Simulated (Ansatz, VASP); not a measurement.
One calculation of K3AlO2, two programs

```
K Al O
1.0
     4.17515    2.41053    2.95349
    -4.17515    2.41053    2.95349
     0.00000   -4.82105    2.95349
K Al O
3 1 2
Direct
  0.00000 0.00000 0.50000
  0.50000 0.00000 0.00000
  0.00000 0.50000 0.00000
  0.50000 0.50000 0.50000
  0.30688 0.30688 0.30688
  0.69312 0.69312 0.69312
```

Alike in both runs: functional PBE; k mesh 6 × 6 × 6; occupations gaussian, width 0.02 eV; no spin polarisation.

Ansatz relaxed the structure, and its values are those at the end. VASP's run is a single point on that final structure, the one shown.

|  | VASP | Ansatz |
| --- | --- | --- |
| version | VASP 6.6.1 | Ansatz 0.2.0 |
| potentials or method | VASP PAW PBE potentials, release 64 (K_sv, Al, O) | scalar-relativistic, plane waves, PAW |
| plane-wave cutoff (eV) | 520 | 420 |
| valence electrons in the cell | 42 | 42 |

VASP gave:

```
gap on the k mesh at the Fermi level (eV) : none
pressure (GPa)                            : 0.1
rms of the force components (eV/Å)        : 0.019
```

Problem. Estimate Ansatz's values.

Solution. gap on the k mesh at the Fermi level (eV): none; pressure (GPa): 0.0; rms of the force components (eV/Å): 0.001.

A gap of «none» marks a metal or a gap that the smearing closes.
